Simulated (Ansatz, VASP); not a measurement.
## Si2Ag in VASP and in Ansatz

```xyz
6
Lattice="4.0192 0.0000 0.0000 0.0000 6.2997 0.0000 0.0000 0.0000 4.4265" Properties=species:S:1:pos:R:3 pbc="T T T"
Si    1.0927    5.5455    2.2133
Si    3.1023    3.9041    0.0000
Si    2.9265    0.7542    2.2133
Si    0.9169    2.3957    0.0000
Ag    2.0096    3.1499    2.2133
Ag    0.0000    0.0000    0.0000
```

Alike in both runs: functional PBE; k mesh 4 × 4 × 6; occupations gaussian, width 0.1 eV; no spin polarisation.

Ansatz relaxed the structure, and its values are those at the end. VASP's run is a single point on that final structure, the one shown.

|  | VASP | Ansatz |
| --- | --- | --- |
| version | VASP 6.6.1 | Ansatz 0.2.0 |
| potentials or method | VASP PAW PBE potentials, release 64 (Si, Ag) | scalar-relativistic, plane waves, PAW |
| plane-wave cutoff (eV) | 520 | 420 |
| valence electrons in the cell | 38 | 54 |

```tsv
	VASP	Ansatz	Ansatz less VASP
gap on the k mesh at the Fermi level (eV)	none	none	-
pressure (GPa)	0.0	0.0	+0.02
rms of the force components (eV/Å)	0.006	0.004	-0.0012
```

A gap of «none» marks a metal or a gap that the smearing closes. With one functional, cell and mesh, what is left measures potentials, basis and numerics. The two sets of potentials don't hold the same shells in valence.

Caveats: the k mesh is coarse (spacing up to 0.39 Å⁻¹), so the values aren't converged.
